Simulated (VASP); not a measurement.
Given:

```xyz
1
Lattice="-1.5734 1.5734 1.5734 1.5734 -1.5734 1.5734 1.5734 1.5734 -1.5734" Properties=species:S:1:pos:R:3 pbc="T T T"
Mo     0.0000     0.0000     0.0000
```

Computed with r2SCAN+rVV10, VASP's PBE PAW potentials (set 64) (plane waves; VASP). Run with 400 eV cut-off, 18×18×18 Γ-centred mesh, tetrahedra with Blöchl corrections, potentials Mo_sv.

Question: Give the energies of bands 5 to 10 at the high-symmetry points, in eV from the Fermi level.

Answer: 
```json
[
 {"band": "5", "Γ": "-7.72", "H": "-5.71", "N": "-5.65", "P": "-2.85"},
 {"band": "6", "Γ": "-1.46", "H": "-5.71", "N": "-3.63", "P": "-2.85"},
 {"band": "7", "Γ": "-1.46", "H": "4.14", "N": "1.55", "P": "-2.85"},
 {"band": "8", "Γ": "-1.46", "H": "4.14", "N": "1.87", "P": "2.71"},
 {"band": "9", "Γ": "1.89", "H": "4.14", "N": "2.58", "P": "2.71"},
 {"band": "10", "Γ": "1.89", "H": "9.46", "N": "4.93", "P": "10.27"}
]
```

It has no gap at this level: it comes out as a metal or semimetal.

The structure comes from a measured Mo entry (Im-3m) of the Crystallography Open Database, whose conditions weren't checked. It was relaxed first.
